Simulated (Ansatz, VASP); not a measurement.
# Sn: VASP beside Ansatz

Wanted: the spread between two codes on one cell, functional and k mesh. The two relaxations start from unlike cells of this crystal (the structure described is Ansatz's start), so only their ends are compared.

Main program and level: Ansatz 0.2.0; plane waves, with VASP 6.6.1 beside it; relaxation of cell and atoms at BLYP.

## 1. The structure

The structure is tetragonal, space group I4_1/amd (No. 141). Conventional cell: a = 5.839 Å, b = 5.839 Å, c = 3.188 Å, α = 90.00°, β = 90.00°, γ = 90.00°. Nearest to Sn lie 6 Sn at 3.03 to 3.19 Å.

## 2. VASP: relaxation of cell and atoms, BLYP

The relaxed volume is the usual yardstick between codes: in a stiff, nearly cubic crystal its relative difference is about their pressure difference at one cell divided by the bulk modulus.

Lines of VASP's logs that name or quote its potential files are left out, and so is its time.

Contents of INCAR:

```
SYSTEM = Sn
PREC = Accurate
ENCUT = 500
EDIFF = 1E-07
NELM = 120
ISMEAR = 0
SIGMA = 0.1
LREAL = .FALSE.
ALGO = Normal
GGA = B5
ALDAX = 1
AGGAX = 1
AGGAC = 1
ALDAC = 0
NBANDS = 20
LORBIT = 11
LWAVE = .FALSE.
LCHARG = .FALSE.
ISIF = 3
IBRION = 2
NSW = 80
EDIFFG = -0.005
LASPH = .TRUE.
GGA_COMPAT = .FALSE.
NELMIN = 4
KPAR = 2
```

Contents of POSCAR:

```
Sn
1.0
   -3.0599521339      3.0599521339      1.6687340176
    3.0599521339     -3.0599521339      1.6687340176
    3.0599521339      3.0599521339     -1.6687340176
Sn
2
Direct
    0.0000000000      0.0000000000      0.0000000000
    0.7500000000      0.2500000000      0.5000000000
```

Contents of KPOINTS:

```
Automatic mesh
0
Gamma
14 14 14
0 0 0
```

PAW data sets: Sn_d (PBE family, release 64).

The run is started by

```
$ mpirun -np 2 vasp_std
```

Numbers of over 12 decimals in the logs are rounded to 6 here.

The log of the run:

```text
[banner, memory and clock lines left out]
running    2 mpi-ranks, on    1 nodes
 distrk:  each k-point on    1 cores,    2 groups
 distr:  one band on    1 cores,    1 groups

 POSCAR found type information on POSCAR Sn
 POSCAR found :  1 types and       2 ions
|                                                                             |
|               ----> ADVICE to this user running VASP <----                  |
|                                                                             |
|     You enforced a specific xc type in the INCAR file but a different       |
|     [... a line on the potential file left out ...]
|     I HOPE YOU KNOW WHAT YOU ARE DOING!                                     |
|                                                                             |

 LDA part: xc-table for (Slater(with rela. corr.)+VWN5), standard interpolation
 POSCAR, INCAR and KPOINTS ok, starting setup
 FFT: planning ... GRIDC
 FFT: planning ... GRID_SOFT
 FFT: planning ... GRID
 WAVECAR not read
 entering main loop
       N       E                     dE             d eps       ncg     rms          rms(c)
DAV:   1     0.218126471517E+03    0.21813E+03   -0.14344E+04  9796   0.202E+03
DAV:   2     0.161659014925E+02   -0.20196E+03   -0.19862E+03  9820   0.441E+02
DAV:   3    -0.532717245781E+01   -0.21493E+02   -0.21327E+02 11168   0.138E+02
DAV:   4    -0.603077800730E+01   -0.70361E+00   -0.70274E+00 10892   0.277E+01
DAV:   5    -0.606108655631E+01   -0.30309E-01   -0.30308E-01 13804   0.541E+00    0.182E+00
DAV:   6    -0.604837052510E+01    0.12716E-01   -0.47135E-02 13180   0.300E+00    0.962E-01
DAV:   7    -0.605018111271E+01   -0.18106E-02   -0.22486E-02 13152   0.202E+00    0.181E-01
DAV:   8    -0.605094793910E+01   -0.76683E-03   -0.27159E-03 10804   0.630E-01    0.442E-02
DAV:   9    -0.605095907018E+01   -0.11131E-04   -0.86085E-05 13228   0.908E-02    0.137E-02
DAV:  10    -0.605096109885E+01   -0.20287E-05   -0.16280E-05 10888   0.493E-02    0.187E-03
DAV:  11    -0.605096117660E+01   -0.77753E-07   -0.63664E-07 11692   0.942E-03
   1 F= -.60509612E+01 E0= -.60473469E+01  d E =-.605096E+01
 curvature:   0.00 expect dE= 0.000E+00 dE for cont linesearch  0.000E+00
 trial: gam= 0.00000 g(F)=  0.540E-51 g(S)=  0.700E-04 ort = 0.000E+00 (trialstep = 0.100E+01)
 search vector abs. value=  0.700E-04
 bond charge predicted
       N       E                     dE             d eps       ncg     rms          rms(c)
DAV:   1    -0.605251498483E+01   -0.15539E-02   -0.33000E-02 11308   0.283E+00    0.209E-01
DAV:   2    -0.605125315664E+01    0.12618E-02   -0.21457E-03 11188   0.724E-01    0.928E-02
DAV:   3    -0.605097721264E+01    0.27594E-03   -0.84482E-04 13384   0.430E-01    0.117E-02
DAV:   4    -0.605096969237E+01    0.75203E-05   -0.27965E-05 11036   0.651E-02    0.399E-03
DAV:   5    -0.605096996526E+01   -0.27290E-06   -0.18893E-06 13312   0.111E-02    0.178E-03
DAV:   6    -0.605097028087E+01   -0.31561E-06   -0.15602E-07  6628   0.609E-03    0.628E-04
DAV:   7    -0.605097039896E+01   -0.11809E-06   -0.18677E-08  5952   0.140E-03    0.799E-05
DAV:   8    -0.605097042239E+01   -0.23422E-07   -0.82420E-09  5596   0.151E-03
   2 F= -.60509704E+01 E0= -.60473563E+01  d E =-.924578E-05
 trial-energy change:   -0.000009  1 .order   -0.000027   -0.000070    0.000016
 step:   0.5030(harm=  0.8185)  dis= 0.00000  next Energy=    -6.050976 (dE=-0.153E-04)
 reached required accuracy - stopping structural energy minimisation
```

Parts of OUTCAR (step 2):

```text
ion  position               nearest neighbor table
   1  0.000  0.000  0.000-   2 3.17   2 3.17   2 3.17   2 3.17
   2  0.750  0.250  0.500-   1 3.17   1 3.17   1 3.17   1 3.17

  LATTYP: Found a body centered tetragonal cell.
 ALAT       =     6.1199042678
 C/A-ratio  =     0.5453464448

 Subroutine GETGRP returns: Found 16 space group operations
 (whereof  8 operations were pure point group operations)

The static configuration has the point symmetry D_2d.
 The point group associated with its full space group is D_4h.

 Found    244 irreducible k-points:

   k-points           NKPTS =    244   k-points in BZ     NKDIM =    244   number of bands    NBANDS=     20

   dimension x,y,z NGX =    36 NGY =   36 NGZ =   36
   dimension x,y,z NGXF=    72 NGYF=   72 NGZF=   72

   ENCUT  =  500.0 eV  36.75 Ry    6.06 a.u.   8.46  8.46  8.46*2*pi/ulx,y,z

   NELECT =      28.0000    total number of electrons

 k-points in reciprocal lattice and weights: Automatic mesh
   0.00000000  0.00000000  0.00000000       0.000
   0.07142857  0.00000000  0.00000000       0.003
   0.14285714  0.00000000 -0.00000000       0.003
   0.21428571  0.00000000  0.00000000       0.003
   0.28571429  0.00000000  0.00000000       0.003
   0.35714286  0.00000000 -0.00000000       0.003
   0.42857143  0.00000000  0.00000000       0.003
   0.50000000  0.00000000  0.00000000       0.001
   0.07142857  0.07142857  0.00000000       0.003
[...]
-0.42857143 -0.42857143  0.42857143       0.001
   0.50000000  0.50000000  0.50000000       0.000

 average (electrostatic) potential at core
       1-100.3703       2-100.3703

 E-fermi :   6.8233

 k-point     1 :       0.0000    0.0000    0.0000
  band No.  band energies     occupation
    ...
     10     -14.2971      2.00000
     11      -3.3599      2.00000
     12       2.6328      2.00000
     13       5.2076      2.00000
     14       5.2076      2.00000
     15      10.4125      0.00000
     16      12.2461      0.00000
     17      12.2461      0.00000
     18      12.6044      0.00000
     19      12.6740      0.00000
    ...

 k-point     2 :       0.0714    0.0000    0.0000
  band No.  band energies     occupation
    ...
     10     -14.2994      2.00000
     11      -3.2716      2.00000
     12       2.5706      2.00000
     13       5.2192      2.00000
     14       5.4329      2.00000
     15      10.5601      0.00000
     16      11.6804      0.00000
     17      11.9576      0.00000
     18      12.1953      0.00000
     19      12.2414      0.00000
    ...

 k-point     3 :       0.1429    0.0000   -0.0000
  band No.  band energies     occupation
    ...
     10     -14.3057      2.00000
     11      -3.0076      2.00000
     12       2.4513      2.00000
     13       5.2617      2.00000
     14       6.0264      2.00000
     15      10.1655      0.00000
     16      10.6033      0.00000
     17      10.9789      0.00000
     18      11.5871      0.00000
     19      12.1502      0.00000
    ...

  Total        0.0097944      0.0097944      0.0023545      0.0000000      0.0000000      0.0000000
  in kB        0.2516434      0.2516434      0.0604925      0.0000000      0.0000000      0.0000000
  external PRESSURE =       0.1879265 kB  Pullay stress =       0.0000000 kB

  energy-cutoff  :      500.00
  volume of cell :       62.36
      direct lattice vectors                 reciprocal lattice vectors
    -3.057844151  3.057844151  1.667299595     0.000000000  0.163513893  0.299886116
     3.057844151 -3.057844151  1.667299595     0.163513893  0.000000000  0.299886116
     3.057844151  3.057844151 -1.667299595     0.163513893  0.163513893  0.000000000

 POSITION                                       TOTAL-FORCE (eV/Angst)
 -----------------------------------------------------------------------------------
     -3.05784      3.05784      1.66730        -0.000000     -0.000000     -0.000000
      0.00000      3.05784      0.83365         0.000000      0.000000      0.000000
 -----------------------------------------------------------------------------------
    total drift:                               -0.000000      0.000000      0.000000

  FREE ENERGIE OF THE ION-ELECTRON SYSTEM (eV)
  ---------------------------------------------------
  free  energy   TOTEN  =        -6.0509704224 eV

  energy  without entropy=       -6.0437422539  energy(sigma->0) =       -6.04735634

 reached required accuracy - stopping structural energy minimisation

 total charge
# of ion       s       p       d       tot
------------------------------------------
    1        1.267   0.940   9.960  12.167
    2        1.267   0.940   9.960  12.167
--------------------------------------------------
tot          2.534   1.880  19.920  24.334

[... 3 further parts left out ...]
```

The run keeps the 16 symmetry operations of its start, so it cannot find a distortion of lower symmetry.

## 3. Ansatz: relaxation of cell and atoms, BLYP

Ansatz runs on its default PAW (the set named soft_2) files.

Its own start cell and the same functional (in two slightly different forms), mesh and smearing now go to Ansatz.

Contents of input.yaml:

```yaml
crystal:
  lattice:
    - [-2.919644075, 2.919644075, 1.5938]
    - [2.919644075, -2.919644075, 1.5938]
    - [2.919644075, 2.919644075, -1.5938]
  atoms:
    - { symbol: Sn, position: [0.0, 0.0, 0.0] }
    - { symbol: Sn, position: [0.75, 0.25, 0.5] }
kpoints:
  mp_grid: { grid: [14, 14, 14] }
hamiltonian:
  xc: blyp
scf:
  occupations: { method: gaussian, width: 0.1 }
output:
  forces: true
  stress: true
  eigenvalues: true
basis:
  ecutwfc: 420.0
relax:
  adjacent_minimum: "off"
  f_tol: 0.01
  max_steps: 50
  cell: { stress_tol: 0.05 }
```

The run is started by

```
$ ansatz run input.yaml --threads 4 --pin off --max-ram 16384MiB --backend cpu --events-out ev --progress --plain --runs-dir out
```

The log of the run:

```text
The last accepted step is kept in <dir> (removed where the run ends without a failure and the disk answers)
Engine: ansatz 0.2.0, aarch64-unknown-linux-gnu
Pseudopotentials: kind: paw
Pseudopotential: Sn, paw, valence charge 14, recommended cutoff 420 eV (normal), Sn.paw.azcp
Functional definition: BLYP
  parameter beta = 0.0042
  parameter a = 0.04918
  parameter b = 0.132
  parameter c = 0.2533
  parameter d = 0.349
  exchange = b88_x(beta = beta)
  correlation = lyp_c(a = a, b = b, c = c, d = d)
Crystal: 2 atoms, lattice volume = 54.344 Å³
Basis set: ecut = 420 eV, 1093 PW (Γ), exchange–correlation on 60×60×60 points (8 copies of the dense FFT grid, shifted against one another)
Bands: 18, of which v1, the nominal top of the filled ones, is band 14 counted from 1 (13 counted from 0)
Symmetry: 16 space group operations
Space group: I41/amd (ITA 141), of the structure as read, at distance tolerance 3.8e-5 Å
k-points: 244 of 2744
Non-local potential: Sn, projectors of the file, l = 0: 2, l = 1: 2, l = 2: 2, l = 3: 2
PAW form: soft (Blöchl's): semilocal exchange-correlation on the pseudo side does not see the compensation charge
PAW frozen core: Sn, regenerated for the run's functional, and the local potential with it (the file was generated under x = pbe(κ = 0.804, μ = 0.219515), c = pbe(β = 0.066725))
PAW one-centre angular grid: Sn, 590 points (default); XC on 64 Gauss nodes
Initial density: superposition of atomic densities (neutral atoms: chi_scale 0, normalization atom), corrected by the library's trained network
Initial wavefunctions: pseudopotential atomic-orbital guess
Functional: x = b88, c = lyp
SCF iter   1: F=—  HF=-12080.770263 eV  |F-HF|=—  |Δ(HF+E_count)|=         —  Δρ=6.55e-3  dr2=1.96e-2  ethr=1.77e-3  ⟨swp⟩=5.6  Hψ=21903  notcnv=0
preconditioner: auto → Kerker (q_TF=auto, 2.443 Å⁻¹)  [metal: Δε(μ)=0.029 eV  Ē_g=20.313 eV  σ=0.100 eV  W_gap=0.16  n_scr=16 (ndim 8)  ℏωp=26.7 eV  f_vac=0.000  D(μ)=1.27/eV (n_scr^D=4)]
SCF iter   2: F=—  HF=-12080.766944 eV  |F-HF|=—  |Δ(HF+E_count)|=   3.32e-3  Δρ=4.38e-3  dr2=9.56e-3  ethr=7.01e-5  ⟨swp⟩=1.2  Hψ=6396  notcnv=0
SCF iter   3: F=—  HF=-12080.765789 eV  |F-HF|=—  |Δ(HF+E_count)|=   1.15e-3  Δρ=1.48e-3  dr2=8.82e-4  ethr=3.42e-5  ⟨swp⟩=2.0  Hψ=7782  notcnv=0
SCF iter   4: F=—  HF=-12080.765512 eV  |F-HF|=—  |Δ(HF+E_count)|=   2.77e-4  Δρ=5.23e-4  dr2=1.79e-4  ethr=3.15e-6  ⟨swp⟩=2.0  Hψ=6798  notcnv=0
SCF iter   5: F=—  HF=-12080.765524 eV  |F-HF|=—  |Δ(HF+E_count)|=   1.20e-5  Δρ=2.02e-4  dr2=1.40e-5  ethr=6.39e-7  ⟨swp⟩=2.0  Hψ=7789  notcnv=0
SCF iter   6: F=—  HF=-12080.765517 eV  |F-HF|=—  |Δ(HF+E_count)|=   7.26e-6  Δρ=5.67e-5  dr2=1.23e-6  ethr=5.01e-8  ⟨swp⟩=2.0  Hψ=7528  notcnv=0
SCF iter   7: F=-12080.765517 eV  HF=-12080.765517 eV  |F-HF|=2.20e-8  |Δ(HF+E_count)|=   3.40e-7  Δρ=7.34e-6  dr2=2.22e-8  ethr=3.57e-10  ⟨swp⟩=4.0  Hψ=20769  notcnv=0
SCF 1 converged in 7 iterations: F = -12080.765517 eV  dr2 = 2.22e-8
  greatest PAW one-centre occupation: 0.992 electrons in one spin orbital (limit 2), on the Sn atom at site 1 (counted from 0), in its partial waves of l = 2
relax step   1: F+E_penalty+E_count = -12080.76551674 eV  Δ(F+E_penalty+E_count) = +0.000e0 eV  max|allowed force component| = 1.041e-17 eV/Å  Δτ_max = 0.0000 Å  P = +6.786 GPa  Ω = 54.344 Å³  (7 SCF iters, dr2 threshold 1.00e-7 eV, accepted)
[...]
relax step   2: F+E_penalty+E_count = -12080.91449778 eV  Δ(F+E_penalty+E_count) = -1.490e-1 eV  max|allowed force component| = 3.469e-18 eV/Å  Δτ_max = 0.0000 Å  P = -0.065 GPa  Ω = 62.584 Å³  energy of the carried Pulay correction = -1.248e-3 eV  (6 SCF iters, dr2 threshold 2.00e-7 eV, accepted)
[...]
relax step   3: F+E_penalty+E_count = -12080.91453386 eV  Δ(F+E_penalty+E_count) = -3.609e-5 eV  max|allowed force component| = 6.939e-18 eV/Å  Δτ_max = 0.0000 Å  P = -0.015 GPa  Ω = 62.494 Å³  energy of the carried Pulay correction = -1.235e-3 eV  (3 SCF iters, dr2 threshold 1.54e-8 eV, accepted)
[...]
relax step   4: F+E_penalty+E_count = -12080.91563776 eV  Δ(F+E_penalty+E_count) = -1.104e-3 eV  max|allowed force component| = 6.939e-18 eV/Å  Δτ_max = 0.0000 Å  P = -0.022 GPa  Ω = 62.494 Å³  stress off target by 3.21e-2 GPa  SCF on the basis re-selected at this cell (its energy is not comparable with the rows above)  (6 SCF iters)
basis re-selected at this cell: Δ(F+E_penalty+E_count) = -1.104e-3 eV, ΔP = -0.007 GPa vs the last step (what re-selecting the basis moved, of the pressure what is left beyond the Pulay correction that the steps carried, after the strain that the cell walked since its last selection, with what the two solves' SCF thresholds leave and, on support functions, any second-order correction that the steps lacked; it is no measure of the basis error at this ecutwfc). The dense FFT grid was sized anew with the basis: this SCF ran on 32×32×32 points, the steps before it on 30×30×30, so part of this shift can come from that change (see relax.cell in the input reference). [rest of the remark cut]
SCF converged after 6 iterations
Free energy (F): -12080.915638 eV
Harris-Foulkes:  -12080.915638 eV  (|F-HF|=3.64e-12)
Internal energy: -12080.908379 eV  (E = F + TS)
E sigma→0 (E₀):  -12080.912009 eV
Entropy (-TS):   -0.007258 eV (-3.629 meV/atom)
Fermi energy:    9.186385 eV
--- Per-component energies (eV) ---
  E_band       = -203.295152
  E_kinetic    = 372.699521
  E_local      = -1896.074546  (includes V_loc(G=0)·N_el)
  E_nonlocal   = -66.411240
  E_hartree    = 1137.379002
  E_xc         = -759.757456
  E_vxc        = -187.740067  (∫ρ·V_xc dr)
  E_paw        = -8307.310966  (= ΣΔE_a)
  E_vpaw       = -700.526730  (= ΣTr[D̂ρ^β])
  E_aug_tail   = -0.000001  (compensation charges beyond the density's cutoff)
  E_ewald      = -2561.180140
  E_core_change = -0.252554  (= ΣΔE_core)
  E_smearing   = -0.007258  (= −TS)
  E_closure    = 0.000000  (closes the sum)
  Σ components = -12080.915638   (vs F -12080.915638, Δ=0.00e0)
--- Forces (eV/Å), atoms counted from 1 ---
  atom   1  Sn    -0.00000000     0.00000000    -0.00000000
  atom   2  Sn     0.00000000    -0.00000000     0.00000000
  max |Σ_I F_I| component: 0.00e0 eV/Å
--- Stress (GPa, compression-positive) ---
       -0.017109       0.000000       0.000000
        0.000000      -0.017109      -0.000000
        0.000000       0.000000      -0.032145
  P = ⅓ Tr σ = -0.0221 GPa (-0.221 kbar)
--- Band table (eV; the first three rows and the last of 244) ---
  k-point 0: bands = [... 10 lower, -0.9926, 4.9517, 7.5797, 7.5797, 12.7840, 14.5936, 14.5936, 14.9603]
  k-point 1: bands = [... 10 lower, -0.9525, 4.7224, 7.6268, 7.7499, 12.9586, 14.1817, 14.3807, 14.9945]
  k-point 2: bands = [... 10 lower, -0.8326, 4.1775, 7.7675, 8.1311, 13.4688, 13.4735, 13.8508, 14.9012]
  k-point 243: bands = [... 10 lower, 1.8654, 1.8654, 5.2711, 5.2711, 13.7400, 13.7400, 17.0353, 17.0353]
--- Relaxed structure (3 steps of the walk, 3 accepted, 1 SCFs on fresh bases) ---
  F+E_penalty+E_count = -12080.91563776 eV   max|allowed force component| = 6.939e-18 eV/Å   (the final SCF, on the basis selected at the relaxed cell)
  cell:  # Å, volume = 62.4938 Å³
    - [-3.060693, 3.060693, 1.667776]
    - [3.060693, -3.060693, 1.667776]
    - [3.060693, 3.060693, -1.667776]
  atoms:
    - { symbol: Sn, position: [0, 0, 0] }
    - { symbol: Sn, position: [0.75, 0.250000, 0.5] }
```

## 4. Side by side

Known differences besides the potentials themselves: the cutoff is 420 eV in Ansatz and 500 eV in VASP; Ansatz makes its cores anew for this functional, VASP keeps those of its PBE data sets; VASP's log shows a relativistic correction to its local exchange, Ansatz's none; Ansatz adds a Pulay correction to the stress that steers its cell, VASP none. Total energies have different zeros and are not compared.

Both answers:

```
                                         quantity  Ansatz   VASP  difference
                                      volume (Å³)   62.49  62.36     +0.22 %
edge a after relaxation, in the typed setting (Å)   4.639  4.635     +0.09 %
```

## 5. Outcome

```
difference in volume (relaxation of cell and atoms, BLYP) : 0.22 %
```

What this shows: The difference in volume is 0.22 % (relaxation of cell and atoms, BLYP), within the 1.2 % picked in this series as the mark of a large difference, as far as the stopping tolerances let one tell. 1 further run of this series is not shown here. How closely two codes agree says nothing of how well the functional describes the real material.

[Lines on the potential files, build, host, timing and source positions are cut from VASP's logs without a mark.]

[Logs are printed without paths, hosts, clocks, repeated set-up lines and the standing remarks that a program may print on its own settings, such as how far it seeks lower states.]

[Hosts, paths, dates, database ids (printed as entryN), source tags and the programs' standing remarks are cut or masked in the printed files.]
